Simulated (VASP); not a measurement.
VASP 6 on Cu, 32 atoms, PBE, 400 eV, 3×3×3 Γ-centred mesh, vasp_std. Each run had one machine to itself; times are medians of up to 3 turns, which differed by up to 3 %. Differences under about 10 % mean little, and other builds and machines will differ.

INCAR of the first run: PREC = Normal; ENCUT = 400; EDIFF = 1E-12; NELM = 9; ALGO = Normal; LREAL = Auto; LASPH = .TRUE.; ISMEAR = 1; SIGMA = 0.1; GGA = PE; LMAXMIX = 4; LWAVE = .FALSE.; LCHARG = .FALSE.; ISYM = 0; NELMIN = 9

```
run       seconds an electronic step (mean of the last four of 9)  speed-up  parallel efficiency
--------  -------------------------------------------------------  --------  -------------------
16 ranks                                                      1.8       1.0                100 %
24 ranks                                                      1.5       1.2                 80 %
32 ranks                                                      1.7       1.1                 54 %
48 ranks                                                      2.6      0.71                 24 %
64 ranks                                                      4.1      0.44                 11 %
94 ranks                                                      8.0      0.23                  4 %
```

Against 16 ranks, the efficiency stays at 70 % or more up to 24 ranks; the fastest run is 24 ranks.

Runs that failed, blew up or ran out of time are left out.

The cell is a supercell.
